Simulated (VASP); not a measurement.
NbB2:

```xyz
3
Lattice="3.1100 0.0000 0.0000 -1.5550 2.6933 0.0000 0.0000 0.0000 3.2700" Properties=species:S:1:pos:R:3 pbc="T T T"
Nb    0.0000    0.0000    0.0000
B     0.0000    1.7956    1.6350
B     1.5550    0.8978    1.6350
```

- Program: VASP 6.6.1
- Task: relaxation of cell and atoms
- Functional: LDA
- Potentials or basis: VASP PAW LDA potentials, release 64 (Nb_sv, B)
- Cutoff: 600 eV
- k mesh: 15 × 15 × 14
- Occupations: gaussian, width 0.1 eV
- Spin: no spin polarisation

At the start: pressure -6.6 GPa; volume 9.13 Å³/atom.

Question: Where does the relaxation end?

Answer: Over 11 steps the energy falls by 5.4 meV/atom and the volume is 8.94 Å³/atom (-2.1 %); space group P6/mmm (No. 191, to 0.05 Å).

The path:
| step | energy change (eV) | largest force (eV/Å) | pressure (GPa) | volume (Å³) |
| --- | --- | --- | --- | --- |
| 1 | 0.0000 | 0.0000 | -6.63 | 27.39 |
| 2 | 0.0152 | 0.0000 | 11.49 | 25.92 |
| 3 | -0.0145 | 0.0000 | 0.70 | 26.77 |
| 4 | -0.0145 | 0.0000 | 0.20 | 26.79 |
| 5 | -0.0160 | 0.0000 | -0.14 | 26.83 |
| 6 | -0.0161 | 0.0000 | -0.28 | 26.84 |
| 7 | -0.0161 | 0.0000 | -0.28 | 26.84 |
| 8 | -0.0161 | 0.0000 | -0.22 | 26.83 |
| 9 | -0.0161 | 0.0000 | -0.26 | 26.84 |
| 10 | -0.0161 | 0.0000 | 0.33 | 26.79 |
| 11 | -0.0161 | 0.0000 | 0.03 | 26.82 |

Final structure:
```xyz
3
Lattice="3.0727 0.0000 0.0000 -1.5364 2.6611 0.0000 0.0000 0.0000 3.2799" Properties=species:S:1:pos:R:3 pbc="T T T"
Nb    0.0000    0.0000    0.0000
B     0.0000    1.7740    1.6399
B     1.5364    0.8870    1.6399
```
